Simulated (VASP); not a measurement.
Level of theory: LDA (Ceperley-Alder, Perdew-Zunger), VASP's LDA PAW potentials (set 64) (plane waves; VASP).

VASP ran on this input.

### INCAR
```
ALGO=Normal
EDIFF=1E-8
ENCUT=400
ISMEAR=0
LASPH=.TRUE.
LCHARG=.FALSE.
LEPSILON=.TRUE.
LMAXMIX=4
LREAL=.FALSE.
LWAVE=.FALSE.
NELM=100
PREC=Accurate
SIGMA=0.01
SYSTEM=ZnSe
```

**POSCAR**
```
ZnSe
3.9384880
  0.0000000000   0.7071068038   0.7071068038
  0.7071068038   0.0000000000   0.7071068038
  0.7071068038   0.7071068038   0.0000000000
Zn Se
1 1
Cart
  0.0000000000   0.0000000000   0.0000000000
  1.0606602057   1.0606602057   1.0606602057
```

KPOINTS:
```
kpoints
0
Gamma
  8 8 8
0 0 0
```

POTCAR, in this order: Zn Se (LDA.64 set). Program: vasp_std.

The run wrote:

### OUTCAR
```


 HEAD OF MICROSCOPIC STATIC DIELECTRIC TENSOR (INDEPENDENT PARTICLE, excluding Hartree and local field effects)
 ------------------------------------------------------
           8.599155     0.000000    -0.000000
          -0.000000     8.599155     0.000000
           0.000000     0.000000     8.599155
 ------------------------------------------------------

 MACROSCOPIC STATIC DIELECTRIC TENSOR (including local field effects in DFT)
 ------------------------------------------------------
           8.085517     0.000000    -0.000000
           0.000000     8.085517     0.000000
           0.000000     0.000000     8.085517
 ------------------------------------------------------

 PIEZOELECTRIC TENSOR (including local field effects)  for field in x, y, z        (e  Angst)
          XX          YY          ZZ          XY          YZ          ZX
  --------------------------------------------------------------------------------
  x     0.00000    -0.00000    -0.00000     0.00000     1.89497     0.00000
  y     0.00000    -0.00000     0.00000     0.00000    -0.00000     1.89497
  z    -0.00000    -0.00000    -0.00000     1.89497     0.00000     0.00000

 PIEZOELECTRIC TENSOR (including local field effects)  for field in x, y, z        (C/m^2)
          XX          YY          ZZ          XY          YZ          ZX
  --------------------------------------------------------------------------------
  x     0.00000    -0.00000    -0.00000     0.00000     0.70281     0.00000
  y     0.00000    -0.00000     0.00000     0.00000    -0.00000     0.70281
  z    -0.00000    -0.00000    -0.00000     0.70281     0.00000     0.00000

 BORN EFFECTIVE CHARGES (including local field effects) (in |e|, cummulative output)
 ---------------------------------------------------------------------------------
 ion    1
    1     2.00789     0.00000     0.00000
    2     0.00000     2.00789     0.00000
    3    -0.00000    -0.00000     2.00789
 ion    2
    1    -2.00789     0.00000     0.00000
    2     0.00000    -2.00789    -0.00000
    3     0.00000     0.00000    -2.00789
```
(Selected blocks of OUTCAR.)

### OUTCAR
```
 val. band max:        1.9808203934   @ k =   0.0000   0.0000   0.0000

 cond. band min:       3.2640621707   @ k =   0.0000   0.0000   0.0000


 Fermi energy:         2.0937556369

 k-point     1 :       0.0000    0.0000    0.0000
  band No.  band energies     occupation
      1     -11.6580      2.00000
      2      -4.8964      2.00000
      3      -4.8964      2.00000
      4      -4.8964      2.00000
      5      -4.4886      2.00000
      6      -4.4886      2.00000
      7       1.9808      2.00000
      8       1.9808      2.00000
      9       1.9808      2.00000
     10       3.2641      0.00000
     11       7.6632      0.00000
     12       7.6632      0.00000
     13       7.6632      0.00000

 k-point     2 :       0.1250    0.0000    0.0000
  band No.  band energies     occupation
      1     -11.5463      2.00000
      2      -4.8929      2.00000
      3      -4.8791      2.00000
      4      -4.8791      2.00000
      5      -4.4907      2.00000
      6      -4.4907      2.00000
      7       0.5721      2.00000
      8       1.8110      2.00000
      9       1.8110      2.00000
     10       4.2814      0.00000
     11       7.6252      0.00000
     12       7.9367      0.00000
     13       7.9367      0.00000

 k-point     3 :       0.2500    0.0000    0.0000
  band No.  band energies     occupation
      1     -11.2544      2.00000
      2      -4.8425      2.00000
      3      -4.8408      2.00000
      4      -4.8408      2.00000
      5      -4.4893      2.00000
      6      -4.4893      2.00000
      7      -1.2696      2.00000
      8       1.4527      2.00000
      9       1.4527      2.00000
     10       4.6927      0.00000
     11       8.3331      0.00000
     12       8.3331      0.00000
     13       8.5461      0.00000

 k-point     4 :       0.3750    0.0000    0.0000
  band No.  band energies     occupation
      1     -10.9229      2.00000
      2      -4.8105      2.00000
      3      -4.8105      2.00000
...
```

The dielectric response may not be converged in the k-mesh; for small gaps it tends to come out too large.

The structure comes from a computed database's ZnSe entry (F-43m); how it stands against other phases isn't given here. It was relaxed first.
